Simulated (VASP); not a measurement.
Method: PBE GGA, VASP's PBE PAW potentials (set 64) (plane waves; VASP).

VASP input:

### INCAR
```
# general
SYSTEM  = Ti
PREC    = Accurate
ENCUT   = 500   # plane-wave cut-off (eV)
LREAL   = .FALSE.   # projection in real space or not
LASPH   = .TRUE.   # aspherical one-centre terms

# electronic loop
EDIFF   = 1E-6   # SCF stop (eV)
NELM    = 100
ALGO    = Normal
LMAXMIX = 4   # l cut-off of mixed one-centre charges

# smearing
ISMEAR  = 1
SIGMA   = 0.1   # width (eV)

# functional
GGA     = PE   # PBE

# ions
IBRION  = 2   # conjugate gradients
NSW     = 40   # most ionic steps
ISIF    = 3
EDIFFG  = -0.02   # ionic stop
PSTRESS = 450

# output
LWAVE   = .FALSE.
LCHARG  = .FALSE.
```

File POSCAR:
```
Ti
1
    1.3411707763    -2.3229761730     0.0000000000
    1.3411707763     2.3229761730    -0.0000000000
   -0.0000000000     0.0000000000     4.2984048672
Ti
2
Direct
  0.3333330000   0.6666670000   0.2500000000
  0.6666670000   0.3333330000   0.7500000000
```

**KPOINTS**
```
Automatic mesh
0
Gamma
16 16 9
0 0 0
```

POTCAR, in this order: Ti_sv (PBE.64 set). Program: vasp_std.

Output of the run:

OSZICAR:
```
       N       E                     dE             d eps       ncg     rms          rms(c)
DAV:   1     0.240998921368E+03    0.24100E+03   -0.13276E+04  4808   0.194E+03
DAV:   2     0.121547646922E+02   -0.22884E+03   -0.22738E+03  4944   0.490E+02
DAV:   3    -0.149728190302E+02   -0.27128E+02   -0.26825E+02  9392   0.136E+02
DAV:   4    -0.158585707109E+02   -0.88575E+00   -0.88567E+00  4944   0.269E+01
DAV:   5    -0.158973119918E+02   -0.38741E-01   -0.38741E-01  7584   0.402E+00    0.161E+01
DAV:   6    -0.146790720638E+02    0.12182E+01   -0.41450E+00  6104   0.266E+01    0.545E+00
DAV:   7    -0.147063912055E+02   -0.27319E-01   -0.80725E-01  7232   0.888E+00    0.233E+00
DAV:   8    -0.147625794852E+02   -0.56188E-01   -0.31678E-01  5424   0.688E+00    0.778E-01
DAV:   9    -0.147545398904E+02    0.80396E-02   -0.49593E-02  6056   0.292E+00    0.145E-01
DAV:  10    -0.147550071402E+02   -0.46725E-03   -0.30932E-03  6104   0.491E-01    0.859E-02
DAV:  11    -0.147549425554E+02    0.64585E-04   -0.22715E-04  6872   0.140E-01    0.758E-03
DAV:  12    -0.147549428513E+02   -0.29586E-06   -0.86681E-06  5896   0.350E-02
   1 F= -.72323409E+01 E0= -.72326646E+01  d E =-.723234E+01
       N       E                     dE             d eps       ncg     rms          rms(c)
DAV:   1    -0.147222178767E+02    0.32725E-01   -0.24241E-01  6528   0.715E+00    0.906E-01
DAV:   2    -0.147133204126E+02    0.88975E-02   -0.36025E-02  6992   0.246E+00    0.268E-01
DAV:   3    -0.147126776368E+02    0.64278E-03   -0.81203E-03  6976   0.725E-01    0.103E-01
DAV:   4    -0.147129381880E+02   -0.26055E-03   -0.12790E-03  6304   0.318E-01    0.337E-02
DAV:   5    -0.147131123770E+02   -0.17419E-03   -0.32661E-04  6456   0.120E-01    0.458E-02
DAV:   6    -0.147131912226E+02   -0.78846E-04   -0.13213E-04  6528   0.871E-02    0.997E-03
DAV:   7    -0.147131985814E+02   -0.73589E-05   -0.23532E-05  7216   0.272E-02    0.860E-03
DAV:   8    -0.147132027980E+02   -0.42166E-05   -0.72023E-06  5328   0.196E-02    0.699E-04
DAV:   9    -0.147132027788E+02    0.19149E-07   -0.10297E-06  3256   0.668E-03
   2 F= -.72320628E+01 E0= -.72323868E+01  d E =0.278104E-03
       N       E                     dE             d eps       ncg     rms          rms(c)
DAV:   1    -0.147479368217E+02   -0.34734E-01   -0.12549E-01  6544   0.517E+00    0.650E-01
DAV:   2    -0.147433452364E+02    0.45916E-02   -0.18857E-02  7016   0.177E+00    0.192E-01
DAV:   3    -0.147430137418E+02    0.33149E-03   -0.42061E-03  6872   0.520E-01    0.734E-02
DAV:   4    -0.147431426222E+02   -0.12888E-03   -0.65740E-04  6296   0.227E-01    0.251E-02
DAV:   5    -0.147432386685E+02   -0.96046E-04   -0.18076E-04  6416   0.892E-02    0.334E-02
DAV:   6    -0.147432761920E+02   -0.37524E-04   -0.64527E-05  6632   0.632E-02    0.756E-03
DAV:   7    -0.147432804297E+02   -0.42376E-05   -0.13187E-05  6160   0.203E-02    0.570E-03
DAV:   8    -0.147432814057E+02   -0.97597E-06   -0.29382E-06  5040   0.128E-02
   3 F= -.72323915E+01 E0= -.72327153E+01  d E =-.506316E-04
```

OUTCAR:
```
------------------------ aborting loop because EDIFF is reached ----------------------------------------
  FORCE on cell =-STRESS in cart. coord.  units (eV):
  Direction    XX          YY          ZZ          XY          YZ          ZX
  --------------------------------------------------------------------------------------
  Total        7.5159429      7.5159446      7.5089887      0.0000000      0.0000000     -0.0000000
  in kB      450.3027402    450.3028456    449.8860933      0.0000000      0.0000000     -0.0000000
  external PRESSURE =       0.1638931 kB  Pullay stress =     450.0000000 kB
  volume of cell :       26.74
      direct lattice vectors                 reciprocal lattice vectors
     1.340522578 -2.321853485 -0.000000000     0.372988869 -0.215345199  0.000000000
     1.340522578  2.321853485  0.000000000     0.372988869  0.215345199 -0.000000000
     0.000000000  0.000000000  4.295864003    -0.000000000 -0.000000000  0.232782043
 POSITION                                       TOTAL-FORCE (eV/Angst)
 -----------------------------------------------------------------------------------
      1.34052      0.77395      1.07397         0.000000      0.000000      0.000000
      1.34052     -0.77395      3.22190        -0.000000     -0.000000      0.000000
 -----------------------------------------------------------------------------------
    total drift:                               -0.000000      0.001016     -0.000019
  FREE ENERGIE OF THE ION-ELECTRON SYSTEM (eV)
  ---------------------------------------------------
  free  energy   TOTEN  =       -14.7432814057 eV

  energy  without entropy=      -14.7442528537  energy(sigma->0) =      -14.74360522
  enthalpy is  TOTEN    =        -7.2323915142 eV   P V=        7.5108898915

 reached required accuracy - stopping structural energy minimisation
```
(Selected blocks of OUTCAR.)

File CONTCAR:
```
Ti
   1.00000000000000
     1.3405225776648306   -2.3218534849420531   -0.0000000000000000
     1.3405225776648306    2.3218534849420531    0.0000000000000000
     0.0000000000000000    0.0000000000000000    4.2958640032719533
  Ti
     2
Direct
     0.3333330000000032    0.6666669999999968    0.2500000000000000
     0.6666669999999968    0.3333330000000032    0.7500000000000000
```

OUTCAR:
```
 val. band max:       11.4168468526   @ k =   0.3125   0.1875   0.4444

 cond. band min:      11.4227350541   @ k =   0.3125   0.3125   0.4444


 Fermi energy:        11.4190220397

 k-point     1 :       0.0000    0.0000    0.0000
  band No.  band energies     occupation
      1     -45.1196      2.00000
      2     -44.7566      2.00000
      3     -22.0792      2.00000
      4     -20.6897      2.00000
      5     -20.6897      2.00000
      6     -20.5232      2.00000
      7     -20.4891      2.00000
      8     -20.4891      2.00000
      9       4.7142      2.00000
     10       7.9988      2.00000
     11      12.2878     -0.00000
     12      12.2878     -0.00000
     13      12.3595     -0.00000
     14      12.9865     -0.00000
     15      12.9865     -0.00000
     16      13.0803     -0.00000

 k-point     2 :       0.0625   -0.0000    0.0000
  band No.  band energies     occupation
      1     -45.1087      2.00000
      2     -44.7518      2.00000
      3     -22.0599      2.00000
      4     -20.7326      2.00000
      5     -20.7035      2.00000
      6     -20.5335      2.00000
      7     -20.5305      2.00000
      8     -20.4942      2.00000
      9       4.8593      2.00000
     10       8.1169      2.00000
     11      11.9582     -0.00000
     12      12.3984     -0.00000
     13      12.6234     -0.00000
     14      12.6822     -0.00000
     15      12.9053     -0.00000
     16      13.0861     -0.00000

 k-point     3 :       0.1250   -0.0000    0.0000
  band No.  band energies     occupation
      1     -45.0776      2.00000
      2     -44.7384      2.00000
      3     -22.0034      2.00000
      4     -20.8552      2.00000
      5     -20.7418      2.00000
      6     -20.6574      2.00000
      7     -20.5525      2.00000
      8     -20.5097      2.00000
      9       5.2784      2.00000
     10       8.4390      2.00000
     11      11.5102     -0.02678
     12      11.8675     -0.00000
     13      12.6463     -0.00000
...
```

The compound is Ti in the hcp structure. This run relaxes it under an external pressure of 45 GPa. Symmetry was kept, so distortions that lower it aren't found.
